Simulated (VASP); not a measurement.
Here is a VASP 6.6.1 calculation.

File INCAR:

```
PREC = Accurate ; ENCUT = 600
EDIFF = 1E-6 ; ISMEAR = 1
SIGMA = 0.1 ; LREAL = F
LASPH = T ; NELM = 80
ALGO = Normal ; ISIF = 3
LWAVE = F ; LCHARG = F
GGA = PE ; IBRION = 2
NSW = 90 ; EDIFFG = -0.01
```

Contents of KPOINTS:

```
Automatic mesh
0
Gamma
  16 16 16
```

The input POSCAR:

```
Rh
1.0
    0.0000000000      1.8978500000      1.8978500000
    1.8978500000      0.0000000000      1.8978500000
    1.8978500000      1.8978500000      0.0000000000
Rh
1
Direct
    0.0000000000      0.0000000000      0.0000000000
```

Potentials or basis: VASP PAW PBE potentials, release 64 (Rh_pv).

Run with:

```sh
$ cat potpaw_PBE.64/Rh_pv/POTCAR > POTCAR
$ mpirun -np 1 vasp_std > vasp.out
```

**Question.** Estimate the relaxed volume.

**Answer.** 14.05 Å³/atom.

**Question.** Predict the relaxed cell.

**Answer.** a = 2.708 Å, b = 2.708 Å, c = 2.708 Å, α = 60.00°, β = 60.00°, γ = 60.00°.

**Question.** What does it give for the space group after relaxing (to 0.05 Å)?

**Answer.** Fm-3m (No. 225).

**Question.** What does it give for the band gap on the k mesh?

**Answer.** None (metal or under the smearing width).

Step by step:
| step | energy change (eV) | largest force (eV/Å) | pressure (GPa) | volume (Å³) |
| --- | --- | --- | --- | --- |
| 1 | 0.0000 | 0.0000 | 7.36 | 13.67 |
| 2 | 0.0336 | 0.0000 | -13.73 | 14.95 |
| 3 | -0.0082 | 0.0000 | -0.07 | 14.05 |

PBE usually gives volumes a little too large and moduli too small. Zero-point motion and thermal expansion aren't in these numbers.
